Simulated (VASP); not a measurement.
The input files of a VASP run:

### POSCAR
```
Sr
1
   -0.0000000000     2.2469576375     2.2469576375
    2.2469576375     0.0000000000     2.2469576375
    2.2469576375     2.2469576375    -0.0000000000
Sr
1
Direct
  0.0000000000   0.0000000000   0.0000000000
```

INCAR:
```
! general
SYSTEM  = Sr
PREC    = Accurate
ENCUT   = 500
LREAL   = F   ! projection in real space or not
LASPH   = T   ! aspherical one-centre terms

! electronic loop
EDIFF   = 1E-6   ! SCF stop (eV)
NELM    = 100   ! most electronic steps
ALGO    = Normal   ! blocked Davidson
LMAXMIX = 4   ! l cut-off of mixed one-centre charges

! smearing
ISMEAR  = 1
SIGMA   = 0.1   ! width (eV)

! ions
IBRION  = 2
NSW     = 40
ISIF    = 3   ! ions, shape and volume
EDIFFG  = -0.02   ! ionic stop
PSTRESS = 300   ! kbar

! output
LWAVE   = F
LCHARG  = F
```

### KPOINTS
```
Automatic
0
G
14 14 14
0 0 0
```

POTCAR, in this order: Sr_sv (LDA.64 set). Program: vasp_std.

Task: Translate this LDA calculation to Quantum ESPRESSO's pw.x.

Result: One equivalent input (not run):
```
&CONTROL
  calculation = 'vc-relax'
  pseudo_dir = './pseudo'
  outdir = './out'
  tprnfor = .true.
  tstress = .true.
  nstep = 40
  forc_conv_thr = 0.00078
/
&SYSTEM
  ibrav = 0
  nat = 1
  ntyp = 1
  ecutwfc = 68
  occupations = 'smearing'
  smearing = 'methfessel-paxton'
  degauss = 0.00735
  input_dft = 'pz'
/
&ELECTRONS
  conv_thr = 7.3e-08
  electron_maxstep = 100
/
&IONS
/
&CELL
  press = 300
/
ATOMIC_SPECIES
  Sr 87.620 Sr.upf
CELL_PARAMETERS angstrom
    -0.0000000    2.2469576    2.2469576
     2.2469576    0.0000000    2.2469576
     2.2469576    2.2469576   -0.0000000
ATOMIC_POSITIONS crystal
  Sr   0.0000000  0.0000000  0.0000000
K_POINTS automatic
  14 14 14 0 0 0
```
What does not carry over: the potentials are each code's own (VASP's PAW set, PseudoDojo norm-conserving files in pw.x), so ENCUT and ecutwfc are chosen apart and not converted; conv_thr bounds pw.x's estimated SCF error, while EDIFF bounds the energy change between steps; forc_conv_thr acts on force components and is met together with etot_conv_thr.

The compound is Sr in the fcc structure. This run relaxes it under an external pressure of 30 GPa. Symmetry was kept, so distortions that lower it aren't found.
